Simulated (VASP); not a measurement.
# MnHg (Pm-3m) in VASP: a series of runs, part 2 of 2

VASP 6.6.1. The steps go on from the part before.

## Step 3: Single point, r2SCAN, collinear spin, ferromagnetic start

Contents of INCAR:

```
PREC = Accurate
ENCUT = 300
EDIFF = 1E-6
ISMEAR = 1
SIGMA = 0.15
LREAL = False
LASPH = True
NELM = 100
ALGO = Normal
ISIF = 2
LWAVE = False
LCHARG = False
ISPIN = 2
MAGMOM = 0 4
LORBIT = 11
LMAXMIX = 4
METAGGA = R2SCAN
LMIXTAU = True
NBANDS = 24
ADDGRID = False
```

Contents of KPOINTS:

```
regular mesh
0
Gamma
  8 8 8
```

Contents of POSCAR:

```
MnHg
1.0
    3.3150000000      0.0000000000      0.0000000000
    0.0000000000      3.3150000000      0.0000000000
    0.0000000000      0.0000000000      3.3150000000
Hg Mn
1 1
Direct
    0.0000000000      0.0000000000      0.0000000000
    0.5000000000      0.5000000000      0.5000000000
```

Potentials or basis: VASP PAW PBE potentials, release 64 (Hg, Mn_pv).

The run is started by

```bash
$ cat potpaw_PBE.64/Hg/POTCAR potpaw_PBE.64/Mn_pv/POTCAR > POTCAR
$ mpirun -np 1 vasp_std > vasp.out
```

OUTCAR:

```text
PREC = Accurate
   ENCUT = 300
   EDIFF = 1E-6
   ISMEAR = 1
   LREAL = False
   LASPH = True
   NELM = 100
   ISIF = 2
   ISPIN = 2
   LORBIT = 11
   METAGGA = R2SCAN

 Found     35 irreducible k-points:

 Following reciprocal coordinates:
            Coordinates               Weight
  0.000000  0.000000  0.000000      1.000000
  0.125000  0.000000  0.000000      6.000000
  0.250000  0.000000  0.000000      6.000000
  0.375000  0.000000  0.000000      6.000000
  0.500000  0.000000  0.000000      3.000000
  0.125000  0.125000  0.000000     12.000000
   k-points           NKPTS =     35   k-points in BZ     NKDIM =     35   number of bands    NBANDS=     24
   number of dos      NEDOS =    301   number of ions     NIONS =      2
   total plane-waves  NPLWV =   8000
   dimension x,y,z NGX =    20 NGY =   20 NGZ =   20
   dimension x,y,z NGXF=    40 NGYF=   40 NGZF=   40
   ions per type =               1   1
   NGX,Y,Z   is equivalent  to a cutoff of  10.03, 10.03, 10.03 a.u.
   NGXF,Y,Z  is equivalent  to a cutoff of  20.06, 20.06, 20.06 a.u.
 SYSTEM =  unknown system
   PREC   = accura    normal or accurate (medium, high low for compatibility)
   ISTART =      0    job   : 0-new  1-cont  2-samecut
   ICHARG =      2    charge: 1-file 2-atom 10-const
   ISPIN  =      2    spin polarized calculation?
   LNONCOLLINEAR =      F non collinear calculations
   LSORBIT =      F    spin-orbit coupling
   LASPH  =      T    aspherical Exc in radial PAW
   ENCUT  =  300.0 eV  22.05 Ry    4.70 a.u.   4.68  4.68  4.68*2*pi/ulx,y,z
   NELM   =    100;   NELMIN=  2; NELMDL= -5     # of ELM steps
   EDIFF  = 0.1E-05   stopping-criterion for ELM
   LREAL  =      F    real-space projection
   EDIFFG = 0.1E-04   stopping-criterion for IOM
   NSW    =      0    number of steps for IOM
   IBRION =     -1    ionic relax: 0-MD 1-quasi-New 2-CG
   NFREE  =      0    steps in history (QN), initial steepest desc. (CG)
   ISIF   =      2    stress and relaxation
   ISYM   =      2    0-nonsym 1-usesym 2-fastsym
   POTIM  = 0.5000    time-step for ionic-motion
   TEBEG  =    0.0;   TEEND  =   0.0 temperature during run
   PSTRESS=    0.0 pullay stress
   NELECT =      25.0000    total number of electrons
   NUPDOWN=      -1.0000    fix difference up-down
   EMIN   =  10.00;   EMAX   =-10.00  energy-range for DOS
   EFERMI =   0.00;   METHOD = LEGACY
   ISMEAR =     1;   SIGMA  =   0.15  broadening in eV -4-tet -1-fermi 0-gaus
   EFERMI_NEDOS =   21; number of points for ismear=-14 and -15
   IALGO  =     38    algorithm
   IMIX   =      4    mixing-type and parameters
     AMIX     =   0.40;   BMIX     =  1.00
     AMIX_MAG =   1.60;   BMIX_MAG =  1.00
  volume/ion in A,a.u.               =      18.21       122.92
  Fermi-wavevector in a.u.,A,eV,Ry     =   1.444014  2.728790 28.370534  2.085175
  Thomas-Fermi vector in A             =   2.562356
   LORBIT       =     11    0 simple, 1 ext, 2 COOP (PROOUT), +10 PAW based schemes
   METAGGA = R2SCAN    functional components
   LHFCALC =     F    Hartree Fock is set to
   AEXX    =    0.0000 exact exchange contribution
   IVDW    =     0    specifies the selected vdW correction
   LEPSILON=     F    determine dielectric tensor
   LRPA    =     F    only Hartree local field effects (RPA)
 spin polarized calculation
 Methfessel and Paxton  Order N= 1 SIGMA  =   0.15
  energy-cutoff  :      300.00
  volume of cell :       36.43
 maximum number of plane-waves:       442
 NGX is ok and might be reduce to    20
   NGX =  9   NGY =  9   NGZ =  9

 number of electron      24.9999975 magnetization       4.1629637

 Free energy of the ion-electron system (eV)
  ---------------------------------------------------
  ext. energy  EPLUGINS =         0.00000000
  ---------------------------------------------------
  free energy    TOTEN  =       -64.04780381 eV

  energy without entropy =      -64.04805875  energy(sigma->0) =      -64.04788879

 E-fermi :   5.7201     XC(G=0): -12.6511

 val. band max:        5.6489265655   @ k =   0.2500   0.2500   0.2500
 cond. band min:       5.7353343336   @ k =   0.5000   0.5000   0.1250
 fundamental gap:      0.0864077681
 Fermi energy:         5.7200843604

 spin component 1

 k-point     1 :       0.0000    0.0000    0.0000
  band No.  band energies     occupation
      1     -47.3646      1.00000
      2     -47.3646      1.00000
      3     -47.3646      1.00000
      4      -4.5809      1.00000
      5      -3.1518      1.00000
      6      -3.1518      1.00000
[... 16 lines left out ...]
     23      23.2568      0.00000
     24      27.1329      0.00000

 k-point     2 :       0.1250    0.0000    0.0000
  band No.  band energies     occupation
      1     -47.3670      1.00000
      2     -47.3649      1.00000
      3     -47.3649      1.00000
      4      -4.3301      1.00000
      5      -3.1068      1.00000
      6      -3.0298      1.00000
[... 16 lines left out ...]
     23      23.0981      0.00000
     24      24.5548      0.00000

 k-point     3 :       0.2500    0.0000    0.0000
  band No.  band energies     occupation
      1     -47.3727      1.00000
      2     -47.3644      1.00000
      3     -47.3644      1.00000
      4      -3.6993      1.00000
      5      -2.9932      1.00000
      6      -2.6035      1.00000
[... 16 lines left out ...]
     23      21.4684      0.00000
     24      22.0169      0.00000

 k-point     4 :       0.3750    0.0000    0.0000
  band No.  band energies     occupation
      1     -47.3787      1.00000
      2     -47.3641      1.00000
      3     -47.3641      1.00000
      4      -3.1699      1.00000
      5      -2.8725      1.00000
      6      -2.2322      1.00000
[... 16 lines left out ...]
     23      19.9125      0.00000
     24      26.2564      0.00000

 k-point     5 :       0.5000    0.0000    0.0000
  band No.  band energies     occupation
      1     -47.3805      1.00000
      2     -47.3635      1.00000
      3     -47.3635      1.00000
      4      -3.0081      1.00000
      5      -2.8196      1.00000
      6      -2.2770      1.00000
[... 16 lines left out ...]
     23      19.5316      0.00000
     24      29.3577      0.00000

 k-point     6 :       0.1250    0.1250    0.0000
  band No.  band energies     occupation
      1     -47.3672      1.00000
      2     -47.3669      1.00000
      3     -47.3647      1.00000
      4      -4.0864      1.00000
      5      -3.0265      1.00000
      6      -2.9516      1.00000
[... 16 lines left out ...]
     23      23.2517      0.00000
     24      24.5946      0.00000

 [... further k-points ...]

 spin component 2

 k-point     1 :       0.0000    0.0000    0.0000
  band No.  band energies     occupation
      1     -41.6600      1.00000
      2     -41.6600      1.00000
      3     -41.6600      1.00000
      4      -4.5558      1.00000
      5      -3.1288      1.00000
      6      -3.1288      1.00000
[... 16 lines left out ...]
     23      23.3552      0.00000
     24      28.7526      0.00000

 k-point     2 :       0.1250    0.0000    0.0000
  band No.  band energies     occupation
      1     -41.6633      1.00000
      2     -41.6600      1.00000
      3     -41.6600      1.00000
      4      -4.3075      1.00000
      5      -3.0961      1.00000
      6      -3.0055      1.00000
[... 16 lines left out ...]
     23      23.3458      0.00000
     24      25.7243      0.00000

 k-point     3 :       0.2500    0.0000    0.0000
  band No.  band energies     occupation
      1     -41.6713      1.00000
      2     -41.6594      1.00000
      3     -41.6594      1.00000
      4      -3.7172      1.00000
      5      -3.0153      1.00000
      6      -2.5341      1.00000
[... 16 lines left out ...]
     23      22.4655      0.00000
     24      23.1753      0.00000

 k-point     4 :       0.3750    0.0000    0.0000
  band No.  band energies     occupation
      1     -41.6793      1.00000
      2     -41.6590      1.00000
      3     -41.6590      1.00000
      4      -3.2717      1.00000
      5      -2.9325      1.00000
      6      -2.2114      1.00000
[... 16 lines left out ...]
     23      20.2203      0.00000
     24      27.3615      0.00000

 k-point     5 :       0.5000    0.0000    0.0000
  band No.  band energies     occupation
      1     -41.6823      1.00000
      2     -41.6585      1.00000
      3     -41.6585      1.00000
      4      -3.1384      1.00000
      5      -2.8970      1.00000
      6      -2.2674      1.00000
[... 16 lines left out ...]
     23      19.4468      0.00000
     24      29.5563      0.00000

 k-point     6 :       0.1250    0.1250    0.0000
  band No.  band energies     occupation
      1     -41.6634      1.00000
      2     -41.6629      1.00000
      3     -41.6598      1.00000
      4      -4.0618      1.00000
      5      -3.0169      1.00000
      6      -2.9373      1.00000
[... 16 lines left out ...]
     23      23.4967      0.00000
     24      25.9711      0.00000

 [... further k-points ...]
[... 5 lines left out ...]
  --------------------------------------------------------------------------------------
  -------------------------------------------------------------------------------------
  Total        0.1355471      0.1355471      0.1355471      0.0000000      0.0000000     -0.0000000
  in kB        5.9614266      5.9614266      5.9614266      0.0000000      0.0000000     -0.0000000
  external PRESSURE =       5.9614266 kB  Pullay stress =       0.0000000 kB

 VOLUME and BASIS-vectors are now :
 -----------------------------------------------------------------------------
  energy-cutoff  :      300.00
  volume of cell :       36.43
      direct lattice vectors                 reciprocal lattice vectors
     3.315000000  0.000000000  0.000000000     0.301659125  0.000000000  0.000000000
     0.000000000  3.315000000  0.000000000     0.000000000  0.301659125  0.000000000
     0.000000000  0.000000000  3.315000000     0.000000000  0.000000000  0.301659125

 POSITION                                       TOTAL-FORCE (eV/Angst)
 -----------------------------------------------------------------------------------
      0.00000      0.00000      0.00000         0.000000      0.000000      0.000000
      1.65750      1.65750      1.65750         0.000000      0.000000      0.000000
 -----------------------------------------------------------------------------------
    total drift:                               -0.000000      0.000000      0.000000

  FREE ENERGIE OF THE ION-ELECTRON SYSTEM (eV)
  ---------------------------------------------------
  free  energy   TOTEN  =       -64.0478038060 eV

  energy  without entropy=      -64.0480587501  energy(sigma->0) =      -64.04788879

 total charge

# of ion       s       p       d       tot
------------------------------------------
    1        0.835   0.549   9.223  10.607
    2        0.270   6.182   4.918  11.370
--------------------------------------------------
tot          1.105   6.731  14.141  21.977

 magnetization (x)

# of ion       s       p       d       tot
------------------------------------------
    1       -0.045  -0.079   0.053  -0.071
    2        0.030   0.022   4.067   4.120
--------------------------------------------------
tot         -0.014  -0.057   4.120   4.049
```

OSZICAR:

```text
N       E                     dE             d eps       ncg     rms          rms(c)
DAV:   1     0.112690961870E+03    0.11269E+03   -0.10514E+04  3576   0.823E+02
DAV:   2    -0.653000839986E+02   -0.17799E+03   -0.16988E+03  3560   0.277E+02
DAV:   3    -0.706522580477E+02   -0.53522E+01   -0.53413E+01  3896   0.556E+01
DAV:   4    -0.706845429174E+02   -0.32285E-01   -0.32283E-01  3880   0.400E+00
DAV:   5    -0.706849774218E+02   -0.43450E-03   -0.43450E-03  4016   0.452E-01    0.107E+01
DAV:   6    -0.640293296681E+02    0.66556E+01   -0.11820E+01  3696   0.324E+01    0.114E+01
DAV:   7    -0.640104443537E+02    0.18885E-01   -0.12901E+00  3512   0.104E+01    0.605E+00
DAV:   8    -0.640321591085E+02   -0.21715E-01   -0.81817E-02  3792   0.225E+00    0.327E+00
DAV:   9    -0.640451131452E+02   -0.12954E-01   -0.26959E-02  3576   0.117E+00    0.590E-01
DAV:  10    -0.640474118535E+02   -0.22987E-02   -0.55777E-03  3776   0.686E-01    0.251E-01
DAV:  11    -0.640475298064E+02   -0.11795E-03   -0.79269E-04  3856   0.222E-01    0.154E-01
DAV:  12    -0.640477913294E+02   -0.26152E-03   -0.27040E-04  3696   0.116E-01    0.782E-02
DAV:  13    -0.640477978583E+02   -0.65289E-05   -0.64035E-05  3824   0.576E-02    0.184E-02
DAV:  14    -0.640478156281E+02   -0.17770E-04   -0.11728E-05  3656   0.304E-02    0.103E-02
DAV:  15    -0.640478069629E+02    0.86652E-05   -0.18483E-06  2936   0.968E-03    0.519E-03
DAV:  16    -0.640478054139E+02    0.15490E-05   -0.83513E-07  2680   0.570E-03    0.137E-03
DAV:  17    -0.640478035570E+02    0.18570E-05   -0.31522E-08  1992   0.134E-03    0.594E-04
DAV:  18    -0.640478038060E+02   -0.24903E-06   -0.25132E-08  2000   0.112E-03
   1 F= -.64047804E+02 E0= -.64047889E+02  d E =0.254944E-03  mag=     4.1629
```

Wall time 73 s (1 thread of Intel Xeon Platinum 8488C (Sapphire Rapids), shared host); peak memory 0.14 GiB.

These settings aren't checked as converged: the numbers below hold their error.

Results:

- Free energy: -64.0478 eV
- Band gap on the k mesh: none (metal or under the smearing width)
- Net moment: 4.16 μB per cell
- Site moments: Hg -0.07; Mn +4.12 μB
- Valence electrons inside the program's atomic spheres: Hg 10.61; Mn 11.37

Caveat: the cutoff is under 1.25 times the usual one of these potentials, so pressure, stress and relaxed cells hold a basis-set (Pulay) error; the PAW data sets were made with another functional, which shifts forces and pressure a little.
